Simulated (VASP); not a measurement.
Given:

```
CELL_PARAMETERS angstrom
      1.50915    -2.61394     0.00000
      1.50915     2.61394     0.00000
      0.00000     0.00000    11.30581
ATOMIC_POSITIONS crystal
  Mo 0.33333 0.66667 0.25000
  Mo 0.66667 0.33333 0.75000
  Se 0.33333 0.66667 0.90011
  Se 0.66667 0.33333 0.40011
  Se 0.66667 0.33333 0.09989
  Se 0.33333 0.66667 0.59989
```

Calculation: PBE GGA, VASP's PBE PAW potentials (set 64) (plane waves; VASP). Settings: 500 eV cut-off, 12×12×3 Γ-centred mesh, first-order Methfessel-Paxton smearing of 0.10 eV, potentials Mo_sv Se.

Without a dispersion term in the relaxation, distances and binding between the weakly bound layers, chains or molecules are unreliable, and so is what depends on them.

Predict the energy per atom (σ→0), pressure, band gap (on the k-mesh) with the smallest direct gap where there is one.

```json
{
  "band gap (on the k-mesh)": "none (metal, semimetal or under 0.01 eV)",
  "energy per atom (σ→0)": "-6052 meV/atom",
  "pressure": "45.02 GPa"
}
```

Total energies compare only between runs with the same potentials, cut-off and functional.

The compound is MoSe2 in the 2H layered structure. It was relaxed first under an external pressure of 45 GPa.
